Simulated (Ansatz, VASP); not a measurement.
**In2Ru in VASP and in Ansatz**

```
In Ru
1.0
     0.00000    3.95667    3.95667
     3.95667    0.00000    3.95667
     3.95667    3.95667    0.00000
In Ru
4 2
Direct
  0.62500 0.62500 0.62500
  0.12500 0.62500 0.62500
  0.62500 0.62500 0.12500
  0.62500 0.12500 0.62500
  0.00000 0.00000 0.00000
  0.25000 0.25000 0.25000
```

Alike in both runs: task relaxation of cell and atoms; functional r2SCAN; k mesh 4 × 4 × 4; occupations gaussian, width 0.1 eV; no spin polarisation.

```csv
,VASP,Ansatz
version,VASP 6.6.1,Ansatz 0.2.0
potentials or method,"VASP PAW PBE potentials, release 64 (In_d, Ru_pv)","scalar-relativistic, plane waves, PAW"
plane-wave cutoff (eV),600,500
valence electrons in the cell,80,84
```

|  | VASP | Ansatz | Ansatz less VASP |
| --- | --- | --- | --- |
| gap on the k mesh at the Fermi level, each at its own relaxed structure (eV) | none | none | - |
| relaxed volume (Å³/atom) | 19.57 | 19.49 | -0.070 |
| relaxed cell length with the largest relative difference (Å) | 5.496 | 5.489 | -0.0066 |
| energy change over the relaxation (meV/atom) | -18 | -20 | -2.3 |

A gap of «none» marks a metal or a gap that the smearing closes. The two sets of potentials don't hold the same shells in valence.

Caveats: the PAW data sets were made with another functional, which shifts forces and pressure a little (VASP).
